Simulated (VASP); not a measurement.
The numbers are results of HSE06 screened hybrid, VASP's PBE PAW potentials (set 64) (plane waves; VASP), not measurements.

Input for VASP

POSCAR:
```
Al35ZrN35
10.0192030
  0.4684272449  -0.8113397860   0.0000000000
  0.4684272449   0.8113397860   0.0000000000
  0.0000000000   0.0000000000   0.9999999616
Al N Zr
35 35 1
Cartesian
  0.1579550710  -0.0876419088   0.2504335364
  0.1560369703   0.0907120622   0.9963539542
  0.1548976341  -0.0909260193   0.7523160294
  0.1595129308   0.0984484618   0.5090126701
  0.3139178155   0.1801119999   0.2429757835
  0.3119987646   0.3607815873   0.9960779657
  0.3115776525   0.1807047945   0.7443695573
  0.3069800557   0.3533989014   0.5078797388
  0.4675215023   0.4484771222   0.2504212614
  0.4686728418   0.6310677540   0.0024768600
  0.4685374243   0.4522870136   0.7518508362
  0.4683561776   0.6313890870   0.5012518563
  0.3122087477  -0.3604136528   0.2501227980
  0.3114405049  -0.1808863713   0.9994251669
  0.3124818911  -0.3606443060   0.7511032320
  0.3105581672  -0.1832166479   0.5022454989
  0.4696523641  -0.0956560215   0.2429905582
  0.4689828961   0.0899073434   0.9962114784
  0.4684775199  -0.0895236368   0.7511266380
  0.6299857656   0.1822913869   0.2433907557
  0.6247269250   0.3617071586   0.9992959119
  0.6239885681   0.1799790149   0.7511008081
  0.6263063447   0.3637770667   0.5022184770
  0.4711242473  -0.6310949546   0.2499476897
  0.4679324780  -0.4503215049   0.0014915401
  0.4658919150  -0.6299899622   0.7528895392
  0.4684378117  -0.4506286083   0.5004014907
  0.6261347899  -0.3625073904   0.2496219269
  0.6252962960  -0.1807058404   0.0000152014
  0.6227166952  -0.3590028911   0.7523998319
  0.6266537119  -0.1835197419   0.5005993306
  0.7818511553  -0.0906079551   0.2504405489
  0.7814372819   0.0898813253   0.0003225012
  0.7803021066  -0.0898356200   0.7501536655
  0.7844906741   0.0901610456   0.5008424995
  0.1594445492  -0.0854864220   0.4433129685
  0.1561937737   0.0905627759   0.1872563161
  0.1555992365  -0.0910858908   0.9425784147
  0.1509203921   0.0886548666   0.6996874293
  0.3123332798   0.3612164774   0.1868261071
  0.3123326936   0.1804636993   0.9402830789
  0.3112104823   0.3656482568   0.6986867677
  0.4663529526   0.4461516931   0.4432265358
  0.4698290864   0.6306139435   0.1946266593
  0.4691730828   0.4519787782   0.9421985285
  0.4680361970   0.6314173123   0.6914398843
  0.3124399712  -0.3605499029   0.4414801138
  0.3114767817  -0.1812672835   0.1899934933
  0.3124902446  -0.3606290159   0.9414633063
  0.3117247864  -0.1802840616   0.6925236816
  0.4678916326  -0.1032735040   0.4358771765
  0.4749024028   0.0865292006   0.1901765819
  0.4684114913  -0.0917779611   0.9424639331
  0.4687542070   0.0899576988   0.6976589845
  0.6355305355   0.1874147540   0.4361963154
  0.6251536516   0.3620065477   0.1899950364
  0.6260193974   0.1811960559   0.9424458520
  0.6244277084   0.3611088469   0.6924336806
  0.4713797170  -0.6302035408   0.4417972064
  0.4683447620  -0.4505015177   0.1927025581
  0.4669870871  -0.6297273702   0.9426696282
  0.4679289010  -0.4503935892   0.6915194989
  0.6254294487  -0.3634908688   0.4413844272
  0.6272480454  -0.1824172946   0.1909411380
  0.6228625650  -0.3599216421   0.9422205224
  0.6238351154  -0.1797688881   0.6910726218
  0.7809242814  -0.0901016369   0.4419996801
  0.7840451339   0.0892544173   0.1912746674
  0.7811039868  -0.0902502528   0.9416836157
  0.7798536113   0.0906612056   0.6912855208
  0.4525153318   0.0991520638   0.4731004565
```

**KPOINTS**
```
Automatic mesh
0
Gamma
1 1 1
0 0 0
```

**INCAR**
```
# general
SYSTEM  =Al35ZrN35
PREC    =Normal
ENCUT   =400
LREAL   =Auto
LASPH   =.TRUE.
ISYM    =0

# electronic loop
EDIFF   =1E-5
NELM    =50
NELMIN  =4
ALGO    =Normal
LMAXMIX =4

# smearing
ISMEAR  =0
SIGMA   =0.05

# functional
GGA     =PE
LHFCALC =.TRUE.
AEXX    =0.25
HFSCREEN=0.2
PRECFOCK=Fast

# ions
ISIF    =0

# output
LWAVE   =.FALSE.
LCHARG  =.FALSE.
```

POTCAR, in this order: Al N Zr_sv (PBE.64 set). Program: vasp_gam. Read from the step before: WAVECAR.

Output of the run:

**OSZICAR**
```
       N       E                     dE             d eps       ncg     rms          rms(c)
DAV:   1    -0.615907568272E+03   -0.61591E+03   -0.17744E+01   452   0.862E+00    0.494E+01
DAV:   2    -0.616014463864E+03   -0.10690E+00   -0.37436E-01   418   0.146E+00    0.338E+01
DAV:   3    -0.615994701176E+03    0.19763E-01   -0.23790E-02   408   0.357E-01    0.208E+01
DAV:   4    -0.615987483413E+03    0.72178E-02   -0.51851E-03   448   0.157E-01    0.123E+01
DAV:   5    -0.615984905437E+03    0.25780E-02   -0.16571E-03   408   0.100E-01    0.721E+00
DAV:   6    -0.615984090622E+03    0.81481E-03   -0.41845E-04   400   0.506E-02    0.418E+00
DAV:   7    -0.615983818931E+03    0.27169E-03   -0.12708E-04   416   0.298E-02    0.240E+00
DAV:   8    -0.615983734843E+03    0.84088E-04   -0.42125E-05   392   0.172E-02    0.138E+00
DAV:   9    -0.615983709907E+03    0.24935E-04   -0.12153E-05   218   0.104E-02    0.807E-01
DAV:  10    -0.615983704338E+03    0.55698E-05   -0.83342E-06   216   0.811E-03
   1 F= -.61598370E+03 E0= -.61598370E+03  d E =-.117356E-30
```

OUTCAR:
```
------------------------ aborting loop because EDIFF is reached ----------------------------------------
  volume of cell :      764.49
      direct lattice vectors                 reciprocal lattice vectors
     4.693267657 -8.128978018  0.000000000     0.106535582 -0.061508347  0.000000000
     4.693267657  8.128978018  0.000000000     0.106535582  0.061508347  0.000000000
     0.000000000  0.000000000 10.019202616     0.000000000  0.000000000  0.099808342
  FREE ENERGIE OF THE ION-ELECTRON SYSTEM (eV)
  ---------------------------------------------------
  free  energy   TOTEN  =      -615.9837043375 eV

  energy  without entropy=     -615.9837043375  energy(sigma->0) =     -615.98370434

  exchange ACFDT corr.  =         0.00000000  see jH, gK, PRB 81, 115126
```
(Selected blocks of OUTCAR.)

The supercell is sampled at Γ alone, which is coarse: total energies, pressure and levels can be off, energies of defects by several tenths of an eV.

The cell is a supercell with a defect, built from AlN (wurtzite): Zr_Al-vac_N. The cell's shape comes from a PBE relaxation. The run is not spin-polarised, so no state with unpaired spins was tried.
